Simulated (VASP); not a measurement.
Energy against volume of NiSb (NiAs type). All values below come from PBE GGA with D3 dispersion (zero damping), VASP's PBE PAW potentials (set 64) (plane waves; VASP 6.6.1). Numerical set-up: 520 eV cut-off, 9×9×6 Γ-centred mesh, first-order Methfessel-Paxton smearing of 0.10 eV, potentials Ni Sb.

Shape and ions are relaxed at each volume.

| V (Å³/atom) | E (eV/atom) |
|---|---|
| 16.551 | -5.43813 |
| 17.063 | -5.44300 |
| 17.575 | -5.43665 |
| 18.087 | -5.42095 |

**Question.** Fit these four points and predict the energy of the run at 16.039 Å³/atom.

**Answer.** A cubic in V^(−2/3), the third-order Birch-Murnaghan form, passes through the four points with V0 = 17.01 Å³/atom and B0 = 118 GPa, and gives -5.4198 eV/atom there. The run gave -5.4197 eV/atom, +0.1 meV/atom from the fit; all five points give B0 = 119 GPa.

The compound is NiSb in the NiAs type structure. It was relaxed first. The run is not spin-polarised, so no magnetic state was tried.
